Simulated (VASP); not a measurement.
An input for Ansatz (written as the equivalent of a VASP run, and not itself run):

Ansatz 0.2 input:
```yaml
crystal:
  lattice:
    - [0.0000000, 2.8807223, 2.8807223]
    - [2.8807223, 0.0000000, 2.8807223]
    - [2.8807223, 2.8807223, 0.0000000]
  atoms:
    - { symbol: Ag, position: [0.0000000, 0.0000000, 0.0000000] }
    - { symbol: Cl, position: [0.5000000, 0.5000000, 0.5000000] }
kpoints:
  mp_grid: { grid: [9, 9, 9] }
hamiltonian:
  xc: rpbe
  pseudopotentials: { kind: paw }
scf:
  occupations: { method: tetrahedron }
  max_iter: 100
output: { forces: true, stress: true, eigenvalues: true }
```

Translate this input to VASP (INCAR, KPOINTS, POSCAR, choice of POTCAR).

Several could match; the one computed here: 
### INCAR
```
# general
SYSTEM =AgCl
PREC   =Accurate
ENCUT  =520
LREAL  =.False.
LASPH  =.True.

# electronic loop
EDIFF  =1E-7
NELM   =100
ALGO   =Normal
LMAXMIX=4

# smearing
ISMEAR =-5

# functional
GGA    =RP

# ions
ISIF   =2

# output
LWAVE  =.False.
LCHARG =.True.
LORBIT =11
NEDOS  =601
```

KPOINTS:
```
Automatic mesh
0
Gamma
9 9 9
0 0 0
```

POSCAR:
```
AgCl
1
    0.0000000000     2.8807222932     2.8807222932
    2.8807222932     0.0000000000     2.8807222932
    2.8807222932     2.8807222932     0.0000000000
Ag Cl
1 1
Direct
  0.0000000000   0.0000000000   0.0000000000
  0.5000000000   0.5000000000   0.5000000000
```

POTCAR, in this order: Ag Cl (PBE.64 set). Program: vasp_std.

What does not carry over: each code has its own PAW files, so the cut-off isn't converted (ENCUT is set for VASP's; basis.ecutwfc is left out, and Ansatz then takes the one that its files recommend); Ansatz stops its SCF on the density residual and VASP on the energy change (EDIFF).

The compound is AgCl in the rock salt structure. It was relaxed first, which changed the volume by +12 %.
